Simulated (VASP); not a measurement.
An input for Ansatz (written as the equivalent of a VASP run, and not itself run):

Ansatz 0.2 input:
```yaml
crystal:
  lattice:
    - [-2.6400000, 2.6400000, 2.6400000]
    - [2.6400000, -2.6400000, 2.6400000]
    - [2.6400000, 2.6400000, -2.6400000]
  atoms:
    - { symbol: K, position: [0.0000000, 0.0000000, 0.0000000] }
kpoints:
  mp_grid: { grid: [9, 9, 9] }
hamiltonian:
  xc: pbe
  pseudopotentials: { kind: paw }
scf:
  occupations: { method: methfessel_paxton, width: 0.1 }
  max_iter: 100
output: { forces: true, stress: true, eigenvalues: true }
```

Problem. Translate this input to VASP (INCAR, KPOINTS, POSCAR, choice of POTCAR).

Solution. Several could match; the one computed here: 
**POSCAR**
```
K
1
   -2.6400000000     2.6400000000     2.6400000000
    2.6400000000    -2.6400000000     2.6400000000
    2.6400000000     2.6400000000    -2.6400000000
K
1
Direct
  0.0000000000   0.0000000000   0.0000000000
```

KPOINTS:
```
Automatic
0
Gamma
9 9 9
```

INCAR:
```
! general
SYSTEM = K
PREC   = Accurate
ENCUT  = 520
LREAL  = F   ! projection in real space or not
LASPH  = T   ! aspherical one-centre terms

! electronic loop
EDIFF  = 1E-6   ! SCF stop (eV)
NELM   = 100   ! most electronic steps
ALGO   = Normal

! smearing
ISMEAR = 1
SIGMA  = 0.1   ! width (eV)

! functional
GGA    = PE

! ions
ISIF   = 2   ! forces and stress, cell fixed

! output
LWAVE  = F
LCHARG = F
```

POTCAR, in this order: K_pv (PBE.64 set). Program: vasp_std.

Limits of the translation: each code has its own PAW files, so the cut-off isn't converted (ENCUT is set for VASP's; basis.ecutwfc is left out, and Ansatz then takes the one that its files recommend); Ansatz stops its SCF on the density residual and VASP on the energy change (EDIFF).

The compound is K in the bcc structure. The cell was not relaxed at this level. The run is one of a series of settings (ENCUT = 520, POTCAR K_pv (PBE.64 set) against the base run), some of them coarse on purpose.
